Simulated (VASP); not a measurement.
All values below come from PBE GGA, VASP's PBE PAW potentials (set 64) (plane waves; VASP 6.6.1).

VASP input:

INCAR:
```
SYSTEM = HfC
PREC = Accurate
ENCUT = 520
EDIFF = 1E-6
NELM = 100
ALGO = Normal
LREAL = .FALSE.
LASPH = .TRUE.
ISMEAR = 1
SIGMA = 0.1
GGA = PE
LMAXMIX = 6
LWAVE = .FALSE.
LCHARG = .FALSE.
ISIF = 2
```

File KPOINTS:
```
Automatic mesh
0
Gamma
12 12 12
0 0 0
```

### POSCAR
```
HfC
3.2809750
  0.0000000000   0.7071068813   0.7071068813
  0.7071068813   0.0000000000   0.7071068813
  0.7071068813   0.7071068813   0.0000000000
Hf C
1 1
Cartesian
  0.0000000000   0.0000000000   0.0000000000
  0.7071068813   0.7071068813   0.7071068813
```

POTCAR, in this order: Hf_pv C (PBE.64 set). Program: vasp_std.

The resulting files:

**OSZICAR**
```
       N       E                     dE             d eps       ncg     rms          rms(c)
DAV:   1     0.235421460991E+02    0.23542E+02   -0.77388E+03  1584   0.121E+03
DAV:   2    -0.225082606702E+02   -0.46050E+02   -0.43206E+02  2157   0.209E+02
DAV:   3    -0.242047728706E+02   -0.16965E+01   -0.16833E+01  2029   0.310E+01
DAV:   4    -0.242186578701E+02   -0.13885E-01   -0.13814E-01  1906   0.309E+00
DAV:   5    -0.242188281844E+02   -0.17031E-03   -0.17025E-03  2134   0.285E-01    0.578E+01
DAV:   6    -0.211215511662E+02    0.30973E+01   -0.20285E+01  1781   0.232E+01    0.412E+01
DAV:   7    -0.210580855872E+02    0.63466E-01   -0.64938E-01  1854   0.617E+00    0.248E+01
DAV:   8    -0.210519869457E+02    0.60986E-02   -0.57846E-02  1773   0.238E+00    0.581E+00
DAV:   9    -0.210457060532E+02    0.62809E-02   -0.30665E-02  1788   0.104E+00    0.184E+00
DAV:  10    -0.210454965248E+02    0.20953E-03   -0.87094E-04  1888   0.256E-01    0.409E-01
DAV:  11    -0.210454828071E+02    0.13718E-04   -0.22037E-04  1799   0.104E-01    0.557E-02
DAV:  12    -0.210454806725E+02    0.21347E-05   -0.71208E-06  1843   0.245E-02    0.678E-02
DAV:  13    -0.210454798708E+02    0.80162E-06   -0.49495E-07   906   0.737E-03
   1 F= -.21045480E+02 E0= -.21045422E+02  d E =-.174724E-03
```

### OUTCAR
```
------------------------ aborting loop because EDIFF is reached ----------------------------------------
  FORCE on cell =-STRESS in cart. coord.  units (eV):
  Direction    XX          YY          ZZ          XY          YZ          ZX
  --------------------------------------------------------------------------------------
  Total        0.1787272      0.1787272      0.1787272      0.0000000      0.0000000     -0.0000000
  in kB       11.4658739     11.4658739     11.4658739      0.0000000      0.0000000     -0.0000000
  external PRESSURE =      11.4658739 kB  Pullay stress =       0.0000000 kB
  volume of cell :       24.97
      direct lattice vectors                 reciprocal lattice vectors
     0.000000000  2.320000000  2.320000000    -0.215517241  0.215517241  0.215517241
     2.320000000  0.000000000  2.320000000     0.215517241 -0.215517241  0.215517241
     2.320000000  2.320000000  0.000000000     0.215517241  0.215517241 -0.215517241
 POSITION                                       TOTAL-FORCE (eV/Angst)
 -----------------------------------------------------------------------------------
      0.00000      0.00000      0.00000         0.000000      0.000000      0.000000
      2.32000      2.32000      2.32000         0.000000      0.000000      0.000000
 -----------------------------------------------------------------------------------
    total drift:                                0.000000     -0.000000     -0.000000
  FREE ENERGIE OF THE ION-ELECTRON SYSTEM (eV)
  ---------------------------------------------------
  free  energy   TOTEN  =       -21.0454798708 eV

  energy  without entropy=      -21.0453051469  energy(sigma->0) =      -21.04542163
```
(Selected blocks of OUTCAR.)

The compound is HfC in the rock salt structure. The cell was not relaxed at this level.
